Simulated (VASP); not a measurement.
Here is the system:

```
CELL_PARAMETERS angstrom
     -3.12211     5.76227     3.00176
      3.12211    -5.76227     3.00176
      3.12211     5.76227    -3.00176
ATOMIC_POSITIONS crystal
  Be 0.25000 0.25000 0.00000
  Be 0.75000 0.75000 0.00000
  I  0.61565 0.28642 0.90207
  I  0.38435 0.71358 0.09793
  I  0.88435 0.78642 0.67078
  I  0.11565 0.21358 0.32922
```

Method: PBEsol GGA, VASP's PBE PAW potentials (set 64) (plane waves; VASP 6.6.1). Numerical set-up: 400 eV cut-off, Gaussian smearing of 0.050 eV, potentials Be I.

Without a dispersion term in the relaxation, distances and binding between the weakly bound layers, chains or molecules are unreliable, and so is what depends on them. Unless said otherwise, spin-orbit coupling is left out, though it shifts the bands of the heavy elements here.

Task: Give the energies of bands 6 to 19 at the high-symmetry points, in eV from the valence-band maximum.

Result: 
```json
[
 {"band": "6", "Γ": "-3.62", "X": "-3.72", "F0": "-3.65", "Λ0": "-3.66", "R": "-3.98", "W": "-3.95", "S": "-3.82", "T": "-3.63"},
 {"band": "7", "Γ": "-3.14", "X": "-2.88", "F0": "-3.19", "Λ0": "-2.75", "R": "-2.93", "W": "-3.04", "S": "-2.74", "T": "-3.22"},
 {"band": "8", "Γ": "-2.36", "X": "-1.89", "F0": "-2.08", "Λ0": "-2.54", "R": "-2.93", "W": "-3.04", "S": "-2.74", "T": "-2.29"},
 {"band": "9", "Γ": "-2.04", "X": "-1.83", "F0": "-1.95", "Λ0": "-2.46", "R": "-1.74", "W": "-1.60", "S": "-1.85", "T": "-2.09"},
 {"band": "10", "Γ": "-2.02", "X": "-1.64", "F0": "-1.83", "Λ0": "-1.65", "R": "-1.74", "W": "-1.60", "S": "-1.85", "T": "-1.91"},
 {"band": "11", "Γ": "-1.80", "X": "-1.60", "F0": "-1.67", "Λ0": "-1.36", "R": "-1.22", "W": "-1.19", "S": "-1.42", "T": "-1.61"},
 {"band": "12", "Γ": "-1.68", "X": "-1.60", "F0": "-1.64", "Λ0": "-1.30", "R": "-1.22", "W": "-1.19", "S": "-1.42", "T": "-1.38"},
 {"band": "13", "Γ": "-0.40", "X": "-1.27", "F0": "-1.00", "Λ0": "-0.84", "R": "-0.48", "W": "-0.54", "S": "-0.87", "T": "-0.96"},
 {"band": "14", "Γ": "-0.32", "X": "-0.68", "F0": "-0.72", "Λ0": "-0.74", "R": "-0.48", "W": "-0.54", "S": "-0.87", "T": "-0.70"},
 {"band": "15", "Γ": "-0.15", "X": "-0.53", "F0": "-0.49", "Λ0": "-0.41", "R": "-0.27", "W": "-0.32", "S": "-0.22", "T": "-0.47"},
 {"band": "16", "Γ": "-0.10", "X": "-0.21", "F0": "-0.02", "Λ0": "-0.20", "R": "-0.27", "W": "-0.32", "S": "-0.22", "T": "-0.03"},
 {"band": "17", "Γ": "4.14", "X": "4.00", "F0": "4.55", "Λ0": "4.08", "R": "4.52", "W": "4.63", "S": "4.61", "T": "5.08"},
 {"band": "18", "Γ": "4.60", "X": "4.43", "F0": "4.68", "Λ0": "5.07", "R": "4.52", "W": "4.63", "S": "4.61", "T": "5.20"},
 {"band": "19", "Γ": "4.84", "X": "4.84", "F0": "5.46", "Λ0": "5.39", "R": "5.41", "W": "5.25", "S": "5.93", "T": "5.45"}
]
```

The gap is indirect, 3.91 eV, from the valence maximum at Σ0-Γ at 0.14 to the conduction minimum at G0-X at 0.43.

The structure comes from a computed database's BeI2 entry (Ibam), a phase known from measurement. It was relaxed first.
